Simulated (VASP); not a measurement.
Data:

```
BaO
1.0
    0.00000     2.83968     2.83968
    2.83968     0.00000     2.83968
    2.83968     2.83968     0.00000
Ba O
1 1
Direct
  0.00000   0.00000   0.00000
  0.50000   0.50000   0.50000
```

Method: RPBE GGA, VASP's PBE PAW potentials (set 64) (plane waves; VASP 6.6.1). Run with 520 eV cut-off, Gaussian smearing of 0.050 eV, potentials Ba_sv O.

Unless said otherwise, spin-orbit coupling is left out, though it shifts the bands of the heavy elements here.

Question: Predict the band gap (along the path) with the smallest direct gap where there is one.

Answer: 
| Item | Result |
|---|---|
| band gap (along the path) | 2.31 eV |
| smallest direct gap (along the path) | 2.31 eV |

Total energies compare only between runs with the same potentials, cut-off and functional.

The compound is BaO in the rock salt structure. It was relaxed first, which changed the volume by +8 %.
